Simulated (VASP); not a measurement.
Calculation: PBE GGA, VASP's PBE PAW potentials (set 64) (plane waves; VASP).

A VASP calculation is set up with these files.

### INCAR
```
ALGO = Normal
EDIFF = 1E-6
ENCUT = 400
GGA = PE
ISIF = 2
ISMEAR = -1
LASPH = T
LCHARG = F
LMAXMIX = 4
LREAL = F
LWAVE = F
NELM = 100
PREC = Accurate
SIGMA = 0.05
SYSTEM = SrO
```

POSCAR:
```
SrO
1
    0.0000000000     2.5923110000     2.5923110000
    2.5923110000     0.0000000000     2.5923110000
    2.5923110000     2.5923110000     0.0000000000
Sr O
1 1
Direct
  0.5000000000   0.5000000000   0.5000000000
  0.0000000000   0.0000000000   0.0000000000
```

File KPOINTS:
```
Automatic mesh
0
G
  6 6 6
0 0 0
```

POTCAR, in this order: Sr_sv O (PBE.64 set). Program: vasp_std.

The run wrote:

File OSZICAR:
```
       N       E                     dE             d eps       ncg     rms          rms(c)
DAV:   1     0.539983150152E+02    0.53998E+02   -0.67758E+03   392   0.100E+03
DAV:   2    -0.114361529080E+02   -0.65434E+02   -0.61249E+02   548   0.218E+02
DAV:   3    -0.141934057620E+02   -0.27573E+01   -0.27442E+01   572   0.393E+01
DAV:   4    -0.142305243449E+02   -0.37119E-01   -0.37114E-01   496   0.337E+00
DAV:   5    -0.142306902874E+02   -0.16594E-03   -0.16593E-03   520   0.254E-01    0.161E+01
DAV:   6    -0.121848336670E+02    0.20459E+01   -0.10092E+01   440   0.232E+01    0.193E+01
DAV:   7    -0.120776300631E+02    0.10720E+00   -0.57413E-01   492   0.644E+00    0.110E+01
DAV:   8    -0.120670407448E+02    0.10589E-01   -0.12997E-01   396   0.390E+00    0.837E-01
DAV:   9    -0.120677969365E+02   -0.75619E-03   -0.12076E-02   528   0.903E-01    0.203E-01
DAV:  10    -0.120684494433E+02   -0.65251E-03   -0.97614E-04   400   0.311E-01    0.529E-02
DAV:  11    -0.120685701097E+02   -0.12067E-03   -0.17892E-04   440   0.115E-01    0.464E-02
DAV:  12    -0.120685856926E+02   -0.15583E-04   -0.24713E-05   428   0.480E-02    0.295E-02
DAV:  13    -0.120685840407E+02    0.16519E-05   -0.33665E-06   480   0.215E-02    0.293E-03
DAV:  14    -0.120685838249E+02    0.21578E-06   -0.33990E-07   228   0.563E-03
   1 F= -.12068584E+02 E0= -.12068584E+02  d E =-.344167E-10
```

File OUTCAR:
```
------------------------ aborting loop because EDIFF is reached ----------------------------------------
  FORCE on cell =-STRESS in cart. coord.  units (eV):
  Direction    XX          YY          ZZ          XY          YZ          ZX
  --------------------------------------------------------------------------------------
  Total       -0.4118199     -0.4118199     -0.4118199     -0.0000000      0.0000000      0.0000000
  in kB      -18.9376722    -18.9376722    -18.9376722     -0.0000000      0.0000000      0.0000000
  external PRESSURE =     -18.9376722 kB  Pullay stress =       0.0000000 kB
  volume of cell :       34.84
      direct lattice vectors                 reciprocal lattice vectors
     0.000000000  2.592311000  2.592311000    -0.192878092  0.192878092  0.192878092
     2.592311000  0.000000000  2.592311000     0.192878092 -0.192878092  0.192878092
     2.592311000  2.592311000  0.000000000     0.192878092  0.192878092 -0.192878092
  FREE ENERGIE OF THE ION-ELECTRON SYSTEM (eV)
  ---------------------------------------------------
  free  energy   TOTEN  =       -12.0685838249 eV

  energy  without entropy=      -12.0685838249  energy(sigma->0) =      -12.06858382
```
(Selected blocks of OUTCAR.)

At this cut-off the stress carries a Pulay error, which pulls relaxed volumes low.

The structure comes from a computed database's SrO entry; how it stands against other phases isn't given here. The cell was not relaxed at this level.
